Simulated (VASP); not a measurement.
A VASP calculation is set up with these files.

File POSCAR:
```
CdSe
1
    0.0000000000     3.0250000000     3.0250000000
    3.0250000000     0.0000000000     3.0250000000
    3.0250000000     3.0250000000     0.0000000000
Cd Se
1 1
Direct
  0.0000000000   0.0000000000   0.0000000000
  0.2500000000   0.2500000000   0.2500000000
```

**KPOINTS**
```
Automatic mesh
0
Gamma
6 6 6
0 0 0
```

INCAR:
```
SYSTEM = CdSe
PREC = Accurate
ENCUT = 400
EDIFF = 1E-6
NELM = 100
ALGO = Normal
LREAL = .FALSE.
LASPH = .TRUE.
ISMEAR = 2
SIGMA = 0.3
GGA = PE
LMAXMIX = 4
LWAVE = .FALSE.
LCHARG = .FALSE.
ISIF = 2
```

POTCAR, in this order: Cd Se (PBE.64 set). Program: vasp_std.

Q: One choice in this input is risky. Which, and does it do harm here?

A: The risk: Methfessel-Paxton smearing was used on a material with a gap. Here it does no harm: the run (PBE GGA, plane waves, VASP's PBE PAW potentials (set 64)) converges to the same energy and pressure as with the safe setting.
File OSZICAR:
```
       N       E                     dE             d eps       ncg     rms          rms(c)
DAV:   1     0.952043710707E+02    0.95204E+02   -0.79029E+03   424   0.101E+03
DAV:   2    -0.198678120312E+01   -0.97191E+02   -0.93815E+02   496   0.268E+02
DAV:   3    -0.579683836877E+01   -0.38101E+01   -0.38018E+01   486   0.562E+01
DAV:   4    -0.581480995461E+01   -0.17972E-01   -0.17970E-01   471   0.373E+00
DAV:   5    -0.581491810750E+01   -0.10815E-03   -0.10815E-03   491   0.267E-01    0.679E+00
DAV:   6    -0.546104665513E+01    0.35387E+00   -0.65726E-01   578   0.109E+01    0.523E+00
DAV:   7    -0.543825826371E+01    0.22788E-01   -0.17334E-01   456   0.318E+00    0.220E+00
DAV:   8    -0.543900025811E+01   -0.74199E-03   -0.16537E-02   431   0.193E+00    0.254E-01
DAV:   9    -0.543910433827E+01   -0.10408E-03   -0.21468E-03   471   0.718E-01    0.567E-02
DAV:  10    -0.543917266168E+01   -0.68323E-04   -0.24453E-04   431   0.234E-01    0.458E-02
DAV:  11    -0.543921595508E+01   -0.43293E-04   -0.73608E-05   416   0.667E-02    0.124E-02
DAV:  12    -0.543921574102E+01    0.21406E-06   -0.63953E-06   506   0.388E-02
   1 F= -.54392157E+01 E0= -.54397558E+01  d E =0.216007E-02
```

The compound is CdSe in the zinc blende structure, whereas wurtzite is the usual form. The cell was not relaxed at this level.
